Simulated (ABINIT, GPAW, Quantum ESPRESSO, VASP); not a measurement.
**Mg3Sb2 (P-3m1, 5 atoms in the cell) computed with different codes at matched settings**

Self-consistent single point.

```yaml
crystal:
  lattice:
    - [2.28000, -3.94908, 0.00000]
    - [2.28000, 3.94908, 0.00000]
    - [0.00000, 0.00000, 7.23000]
  atoms:
    - { symbol: Mg, position: [0.00000, 0.00000, 0.00000] }
    - { symbol: Mg, position: [0.33333, 0.66667, 0.63400] }
    - { symbol: Mg, position: [0.66667, 0.33333, 0.36600] }
    - { symbol: Sb, position: [0.33333, 0.66667, 0.22800] }
    - { symbol: Sb, position: [0.66667, 0.33333, 0.77200] }
```

All programs got the same cell, k-point mesh and kind of occupations (in GPAW's words: kpts = 5 5 3; mesh shift (steps) = 0 0 0; occupations.name = fermi-dirac; occupations.width = 0.02 eV); potentials, basis and cutoffs are each program's usual ones.

| code | model | pressure (GPa) | largest force (eV/Å) | gap on the mesh (eV) | cutoff |
|---|---|---|---|---|---|
| GPAW | PBE, GPAW PAW datasets PBE (gpaw-data 1.0.1) | 0.97 | 0.118 | 0.145 | 800 eV |
| Quantum ESPRESSO | PBE, GBRV 1.5 ultrasoft (PBE) pseudopotentials | 1.08 | 0.124 | 0.137 | 40 Ry |
| VASP | PBE, VASP's PBE PAW potentials (set 64) | 1.16 | 0.145 | 0.112 | 300 eV |
| ABINIT | PBE, norm-conserving pseudopotentials (PseudoDojo nc-sr-05 PBE standard) | 1.12 | 0.129 | 0.126 | 1143 eV |

Size of the force on each atom (eV/Å): Sizes of forces hide their directions.

```tsv
code	Mg1	Mg2	Mg3	Sb4	Sb5
GPAW	0.000	0.039	0.039	0.118	0.118
Quantum ESPRESSO	0.000	0.043	0.043	0.124	0.124
VASP	0.000	0.046	0.046	0.145	0.145
ABINIT	0.000	0.031	0.031	0.129	0.129
```

Gaps are read on the mesh.

The spread over the programs that give each value: pressure within 0.19 GPa; largest force within 0.027 eV/Å; gap on the mesh within 0.033 eV.

The starting cell has typed, rounded lattice constants, without a prior relaxation at this level. On GPAW's run: Spin-orbit coupling is off.

Problem. Why do the programs differ, and what cannot be compared?

Solution. Differences of this kind can come from the potentials, where these differ, and from what each basis and cutoff leave unconverged. The valence holds different numbers of electrons (GPAW 60, Quantum ESPRESSO 60, VASP 16, ABINIT 60). The zero of total energies and Fermi levels follows the potentials and each program's conventions, so they are not compared here.

VASP's run is marked for a possible Pulay error in its stress at this cutoff; no cutoff test was made.

Left out of this page: Ansatz, CP2K, Elk, FLEUR and SIESTA (not drawn, or without a comparable value).

Keys are those of Ansatz 0.2.
